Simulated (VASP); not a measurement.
OSZICAR of a VASP run on HfC (relaxed from the wurtzite structure, space group P6_3mc):

File OSZICAR:
```
       N       E                     dE             d eps       ncg     rms          rms(c)
DAV:   1     0.101753023190E+03    0.10175E+03   -0.15791E+04  2520   0.149E+03
DAV:   2    -0.441677408446E+02   -0.14592E+03   -0.14315E+03  3356   0.326E+02
DAV:   3    -0.502297552501E+02   -0.60620E+01   -0.60333E+01  3126   0.518E+01
DAV:   4    -0.503151623865E+02   -0.85407E-01   -0.85319E-01  3304   0.648E+00
DAV:   5    -0.503158482920E+02   -0.68591E-03   -0.68579E-03  3198   0.601E-01    0.854E+01
DAV:   6    -0.432182492927E+02    0.70976E+01   -0.50031E+01  2694   0.297E+01    0.589E+01
DAV:   7    -0.431295461720E+02    0.88703E-01   -0.25263E+00  2880   0.970E+00    0.266E+01
DAV:   8    -0.431055958954E+02    0.23950E-01   -0.11286E-01  3416   0.222E+00    0.482E+00
DAV:   9    -0.430981880705E+02    0.74078E-02   -0.48507E-02  2818   0.106E+00    0.249E+00
DAV:  10    -0.430971877783E+02    0.10003E-02   -0.51599E-03  3082   0.479E-01    0.132E-01
DAV:  11    -0.430971700356E+02    0.17743E-04   -0.25532E-04  3118   0.114E-01    0.159E-01
DAV:  12    -0.430971723861E+02   -0.23505E-05   -0.24508E-05  3190   0.329E-02    0.192E-02
DAV:  13    -0.430971732888E+02   -0.90265E-06   -0.15133E-06  3350   0.961E-03    0.105E-02
DAV:  14    -0.430971727344E+02    0.55440E-06   -0.93237E-08  1720   0.211E-03    0.123E-03
DAV:  15    -0.430971726338E+02    0.10057E-06   -0.37897E-08  1632   0.118E-03    0.440E-04
DAV:  16    -0.430971727294E+02   -0.95599E-07   -0.52774E-09  1612   0.535E-04
   1 F= -.43097173E+02 E0= -.43097173E+02  d E =0.000000E+00
```

Task: Which electronic solver shows in the log?

Result: It is blocked Davidson (ALGO = Normal, or the opening steps of other solvers). The INCAR had ALGO = Normal.

Task: Can the final energy be trusted as converged?

Result: The run converged. It stopped with EDIFF = 1E-7, NELM = 100 (PBEsol GGA, plane waves, VASP's PBE PAW potentials (set 64)).

The structure was generated: HfC was put into the wurtzite type (P6_3mc), which need not be its known phase. It was relaxed first, which changed the volume by -41 %.
